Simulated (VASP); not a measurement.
Runs of VASP 6.6.1 on Bi. All rows change the cell; the cell of one of them follows. It takes space group I4/mmm (No. 139, tetragonal). The conventional cell has a = 8.515 Å, b = 8.515 Å, c = 3.004 Å, α = 90.00°, β = 90.00°, γ = 90.00°. Around Bi (site symmetry 4/mmm) lie 2 Bi at 3.00 Å. This isn't the form of Bi at room conditions, which is rhombohedral.

| cell | further INCAR settings | gap on the mesh (eV) | pressure (GPa) |
| --- | --- | --- | --- |
| strain +0.000 along x and y, +0.050 along z, atoms carried along | ALGO = Fast; EDIFF = 1e-06; NBANDS = 14 | none | (a) |
| strain +0.000 along x and y, +0.025 along z, atoms carried along | ALGO = Fast; EDIFF = 1e-06; NBANDS = 14 | none | -0.8 |
| strain -0.025 along x and y, -0.050 along z, atoms carried along | ALGO = Fast; EDIFF = 1e-07; NBANDS = 14 | none | 0.4 |
| strain -0.050 along x and y, +0.000 along z, atoms carried along | ALGO = Fast; EDIFF = 1e-06; NBANDS = 14 | none | -1.0 |

Alike in all rows: task single point; level LDA; potentials or basis VASP PAW LDA potentials, release 64 (Bi_d); no spin polarisation; k mesh 10 × 10 × 10; cutoff (eV) 520; smearing gaussian 0.05 eV.

Fill in the values left out.

(a) -1.1.

Caveats: spin-orbit coupling is left out, which moves the levels of the heavy elements.

A k mesh can miss the band edges, and the runs leave out spin-orbit coupling on Bi.

A gap of «none» marks a metal or a gap under the smearing width.
